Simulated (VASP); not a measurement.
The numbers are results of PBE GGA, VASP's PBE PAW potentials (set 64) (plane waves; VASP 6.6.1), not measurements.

A VASP calculation is set up with these files.

**INCAR**
```
! general
SYSTEM=Na2S
PREC  =Accurate
ENCUT =300
LREAL =.FALSE.
LASPH =.TRUE.

! electronic loop
EDIFF =1E-6
NELM  =100
ALGO  =Normal

! smearing
ISMEAR=0
SIGMA =0.01

! functional
GGA   =PE

! ions
ISIF  =2

! output
LWAVE =.FALSE.
LCHARG=.FALSE.
```

**POSCAR**
```
Na2S
4.6018920
  0.0000000000   0.7071067726   0.7071067726
  0.7071067726   0.0000000000   0.7071067726
  0.7071067726   0.7071067726   0.0000000000
Na S
2 1
Cartesian
  0.3535533863   0.3535533863   0.3535533863
  1.0606601589   1.0606601589   1.0606601589
  0.0000000000   0.0000000000   0.0000000000
```

KPOINTS:
```
Automatic mesh
0
Gamma
7 7 7
0 0 0
```

POTCAR, in this order: Na_pv S (PBE.64 set). Program: vasp_std.

Task: What will the output report for the number of irreducible k-points (NKPTS), largest plane-wave count, number of space-group operations, FFT grid (NGX, NGY, NGZ)?

Result: 
- number of irreducible k-points (NKPTS): 20
- largest plane-wave count: 869
- number of space-group operations: 48
- FFT grid (NGX, NGY, NGZ): 28 × 28 × 28

The structure comes from a computed database's Na2S entry; how it stands against other phases isn't given here. The cell was not relaxed at this level.
